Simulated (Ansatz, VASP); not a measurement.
This is a calculation of Ni3GeC for VASP 6.6.1. Atoms were shifted at random by some hundredths of an Å from the given cell, which wasn't relaxed again for these runs. The cell comes from a database or a generator and needn't be the stable form of this composition.

Contents of INCAR:

```
SYSTEM = Ni3GeC
PREC = Accurate
ENCUT = 520
EDIFF = 1E-7
ISMEAR = -1
SIGMA = 0.05
LREAL = .FALSE.
LASPH = .TRUE.
NELM = 120
ALGO = Normal
ISIF = 2
LWAVE = .FALSE.
LCHARG = .FALSE.
ISPIN = 2
MAGMOM = 0 1 1 1 0
LORBIT = 11
LMAXMIX = 4
GGA = PE
NBANDS = 36
```

The input KPOINTS:

```
Automatic mesh
0
G
  7 7 7
  0 0 0
```

File POSCAR:

```
Ni3GeC
1.0
    3.8087090000      0.0000000000      0.0000000000
    0.0000000000      3.8087090000      0.0000000000
    0.0000000000      0.0000000000      3.8087090000
Ge Ni C
1 3 1
Direct
    0.0129490000      0.0007660000     -0.0078580000
    0.5041040000      0.0004390000      0.4961720000
    0.4868360000      0.5068280000      0.0046200000
   -0.0000930000      0.4917080000      0.4915620000
    0.4964950000      0.4907370000      0.5067030000
```

Potentials or basis: VASP PAW PBE potentials, release 64 (Ge_d, Ni, C).

Command:

```bash
$ cat potpaw_PBE.64/Ge_d/POTCAR potpaw_PBE.64/Ni/POTCAR potpaw_PBE.64/C/POTCAR > POTCAR
$ mpirun -np 1 vasp_std > vasp.out
```

Q: Translate it to Ansatz 0.2.0. Potentials or basis there: Ansatz PAW, cutoff 420 eV.

A: As run (cutoffs and basis follow the program's own potentials, and thresholds, step limits or extra output files can differ):

Contents of input.yaml:

```yaml
crystal:
  lattice:
    - [3.808709, 0.0, 0.0]
    - [0.0, 3.808709, 0.0]
    - [0.0, 0.0, 3.808709]
  atoms:
    - { symbol: Ge, position: [0.012949, 0.000766, -0.007858] }
    - { symbol: Ni, position: [0.504104, 0.000439, 0.496172], spin: 1.0 }
    - { symbol: Ni, position: [0.486836, 0.506828, 0.00462], spin: 1.0 }
    - { symbol: Ni, position: [-9.3e-05, 0.491708, 0.491562], spin: 1.0 }
    - { symbol: C, position: [0.496495, 0.490737, 0.506703] }
hamiltonian:
  xc: pbe
  pseudopotentials: { kind: paw }
magnetization:
  spin_polarized: true
kpoints:
  mp_grid: { grid: [7, 7, 7] }
scf:
  occupations: { method: fermi_dirac, width: 0.05 }
output:
  forces: true
  stress: true
  eigenvalues: true
```

Potentials or basis: Ansatz PAW.

Run with:

```console
$ ansatz run input.yaml --threads 2 --pin off --max-ram 5120MiB --backend cpu --events-out ev --progress --plain --runs-dir out
```

Both were run:

|  | VASP | Ansatz |
| --- | --- | --- |
| Pressure | 1.0 GPa | 0.9 GPa |
| Largest force | 0.512 eV/Å | 0.498 eV/Å |
| Net moment | 0.00 μB per cell | 0.00 μB per cell |
| Energy over the undisturbed cell | 3.0 meV/atom | 2.9 meV/atom |

Ansatz's pressure holds a Pulay term of +0.17 GPa for its cutoff of 420 eV, which the other run lacks.

The potentials hold 48 and 72 valence electrons a cell.

Where Ansatz's input types no cutoff or centring, it takes its own default and a Γ-centred mesh.

The magnetic state is the one that the start led to; the real crystal's order can differ.

Pressure is positive in compression.
